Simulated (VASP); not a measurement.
BaCuSO:

```
Ba Cu S O
1.0
     1.98668   -6.35952    0.00000
     1.98668    6.35952    0.00000
     0.00000    0.00000    6.14363
Ba Cu S O
2 2 2 2
Direct
  0.10369 0.89631 0.25000
  0.89631 0.10369 0.75000
  0.60299 0.39700 0.75000
  0.39700 0.60299 0.25000
  0.18370 0.81630 0.75000
  0.81630 0.18370 0.25000
  0.50000 0.50000 0.00000
  0.50000 0.50000 0.50000
```

The cell comes from a database or a generator and needn't be the stable form of this composition.

```yaml
Program: VASP 6.6.1
Task: single point
Functional: PBE
Potentials_or_basis: VASP PAW PBE potentials, release 64 (Ba_sv, Cu, S, O)
Cutoff: 520 eV
k_mesh: 7 × 7 × 5
Occupations: fermi-dirac, width 0.05 eV
Spin: no spin polarisation
```

On this cell: pressure 0.5 GPa; largest force 0.116 eV/Å; band gap on the k mesh none (metal or under the smearing width).

The same run follows on a disturbed copy (atoms moved at random, drawn with an rms of 0.05 Å):

```
Ba Cu S O
1.0
     1.98668   -6.35952    0.00000
     1.98668    6.35952    0.00000
     0.00000    0.00000    6.14363
Ba Cu S O
2 2 2 2
Direct
  0.11954 0.91157 0.25071
  0.88750 0.09621 0.74963
  0.60816 0.40149 0.74825
  0.39576 0.59975 0.25628
  0.18890 0.81832 0.74792
  0.81992 0.18654 0.25562
  0.50813 0.50777 0.00010
  0.51235 0.51910 0.50758
```

Question: What does the disturbed cell give?

Answer: The energy (extrapolated to zero smearing) moves by +3.1 meV/atom; pressure 0.5 GPa; largest force 0.273 eV/Å; band gap on the k mesh none (metal or under the smearing width).

Forces on the atoms (eV/Å):
```
Ba  -0.096 -0.023 -0.084
Ba   0.186  0.057  0.192
Cu  -0.060  0.008  0.115
Cu   0.197  0.081 -0.161
S    0.049 -0.013  0.050
S   -0.110  0.117 -0.128
O   -0.046 -0.038  0.134
O   -0.120 -0.189 -0.118
```

Stress tensor (GPa, compression positive):
```
 0.40  0.08  0.05
 0.08  0.51 -0.26
 0.05 -0.26  0.55
```

Caveats: the run has no spin polarisation, though such a crystal can be magnetic; semilocal functionals often make such compounds metallic where correlation or magnetic order opens a gap, which also shifts bond lengths.
